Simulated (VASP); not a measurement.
Consider the following.

```yaml
crystal:
  lattice:
    - [3.59818, -2.02963, 0.00175]
    - [3.59818, 2.02963, 0.00175]
    - [-0.12176, 0.00000, 5.40621]
  atoms:
    - { symbol: Te, position: [0.71947, 0.28053, 0.50000] }
    - { symbol: Se, position: [0.01466, 0.73413, 0.83744] }
    - { symbol: Se, position: [0.26587, 0.98534, 0.16256] }
```

These are PBEsol GGA with spin-orbit coupling, VASP's PBE PAW potentials (set 64) (plane waves; VASP) values and carry that method's errors. Numerical set-up: 400 eV cut-off, 6×6×4 Γ-centred mesh, Gaussian smearing of 0.050 eV, potentials Te Se.

Without a dispersion term in the relaxation, distances and binding between the weakly bound layers, chains or molecules are unreliable, and so is what depends on them.

Q: What does the run give for the energy per atom (σ→0), band gap (over mesh and band path) with the smallest direct gap where there is one?

A: 
```json
{
  "band gap (over mesh and band path)": "0.18 eV",
  "smallest direct gap (over mesh and band path)": "0.18 eV",
  "energy per atom (σ→0)": "-3.818 eV/atom"
}
```

The absolute energy has meaning only against runs of the same code, potentials and settings.

The structure comes from a computed database's TeSe2 entry (C2); how it stands against other phases isn't given here. It was relaxed first, which changed the volume by -15 %.
